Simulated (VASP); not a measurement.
A 63-atom supercell of GaAs (zinc blende) holds Si on the Ga site with a neighbouring As vacancy in charge state +0. It is relaxed twice, with the total moment held at 0 and at 2 μB. The numbers are results of PBE GGA, VASP's PBE PAW potentials (set 64) (plane waves; VASP), not measurements. Numerical set-up: PREC = Normal, LREAL = Auto, ISYM = 0, EDIFF = 1E-5, 400 eV cut-off, 1×1×1 Γ-centred mesh, Gaussian smearing of 0.050 eV, potentials Ga As Si.

The supercell is sampled at Γ alone, which is coarse: total energies, pressure and levels can be off, energies of defects by several tenths of an eV.

**Question.** Which spin state lies lower, and by how much?

**Answer.** The state with 0 μB lies lower, by 0.34 eV.

The cell is a supercell with a defect, built from GaAs (zinc blende).
